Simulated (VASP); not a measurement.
Si7Ge9:

```
Si Ge
1.0
     0.00000    5.55689    5.55689
     5.55689    0.00000    5.55689
     5.55689    5.55689    0.00000
Si Ge
7 9
Direct
  0.37500 0.37500 0.37500
  0.37500 0.87500 0.87500
  0.87500 0.87500 0.37500
  0.25000 0.75000 0.25000
  0.75000 0.25000 0.75000
  0.75000 0.75000 0.25000
  0.75000 0.75000 0.75000
  0.37500 0.37500 0.87500
  0.37500 0.87500 0.37500
  0.87500 0.37500 0.37500
  0.87500 0.37500 0.87500
  0.87500 0.87500 0.87500
  0.25000 0.25000 0.25000
  0.25000 0.25000 0.75000
  0.25000 0.75000 0.75000
  0.75000 0.25000 0.25000
```

The cell was built by a generator and needn't be a form met in nature.

```yaml
Program: VASP 6.6.1
Task: relaxation of cell and atoms
Functional: PBEsol
Potentials_or_basis: VASP PAW PBE potentials, release 64 (Si, Ge_d)
Cutoff: 600 eV
k_mesh: 6 × 6 × 6
Occupations: gaussian, width 0.03 eV
Spin: no spin polarisation
```

At the start: pressure 0.1 GPa; volume 21.45 Å³/atom.

Task: Where does the relaxation end?

Result: Over 8 steps the energy falls by 6.2 meV/atom and the volume is 21.47 Å³/atom (+0.1 %); space group P1 (No. 1, to 0.05 Å).

The path:
| step | energy change (eV) | largest force (eV/Å) | pressure (GPa) | volume (Å³) |
| --- | --- | --- | --- | --- |
| 1 | 0.0000 | 0.5204 | 0.12 | 343.18 |
| 2 | -0.0914 | 0.1488 | -0.10 | 344.01 |
| 3 | -0.0983 | 0.0506 | -0.16 | 344.31 |
| 4 | -0.0983 | 0.0546 | -0.19 | 344.33 |
| 5 | -0.0991 | 0.0280 | 0.03 | 342.96 |
| 6 | -0.0993 | 0.0343 | 0.07 | 343.33 |
| 7 | -0.0993 | 0.0365 | 0.05 | 343.42 |
| 8 | -0.0995 | 0.0047 | -0.02 | 343.57 |

Final structure:
```xyz
16
Lattice="0.0005 5.5589 5.5592 5.5594 0.0000 5.5597 5.5588 5.5589 0.0005" Properties=species:S:1:pos:R:3 pbc="T T T"
Si    4.1846    4.1547    4.1859
Si    9.7276    6.9794    6.9503
Si    6.9347    6.9629    9.7129
Si    5.5436    2.7646    5.5445
Si    5.5590    8.3396    5.5603
Si    5.5756    5.5740    8.3548
Si    8.3388    8.3074    8.3389
Ge    6.9326    6.9642    4.1866
Ge    6.9159    4.1703    6.9497
Ge    4.2028    6.9473    6.9493
Ge    6.9503    9.6952    6.9497
Ge    9.7451    9.7120    9.7125
Ge    2.7963    2.7970    2.7957
Ge    5.5256    5.5581    2.7794
Ge    8.3558    5.5746    5.5774
Ge    2.7795    5.5583    5.5263
```

Caveat: the PAW data sets were made with another functional, which shifts forces and pressure a little.
